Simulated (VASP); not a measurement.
Given:

```yaml
crystal:
  lattice:
    - [1.80253, -3.12207, 0.00000]
    - [1.80253, 3.12207, 0.00000]
    - [0.00000, 0.00000, 5.55181]
  atoms:
    - { symbol: Y, position: [0.33333, 0.66667, 0.25000] }
    - { symbol: Y, position: [0.66667, 0.33333, 0.75000] }
```

Method: vdW-DF-cx, VASP's PBE PAW potentials (set 64) (plane waves; VASP). Numerical set-up: 520 eV cut-off, 13×13×8 Γ-centred mesh, tetrahedra with Blöchl corrections, potentials Y_sv.

### Question
Predict the energy per atom (σ→0), band gap (on the k-mesh) with the smallest direct gap where there is one.

### Answer

The band gap (on the k-mesh) is none (metal, semimetal or under 0.01 eV) and the energy per atom (σ→0) is -4.183 eV/atom.

The compound is Y in the hcp structure. It was relaxed first, which changed the volume by -5 %.
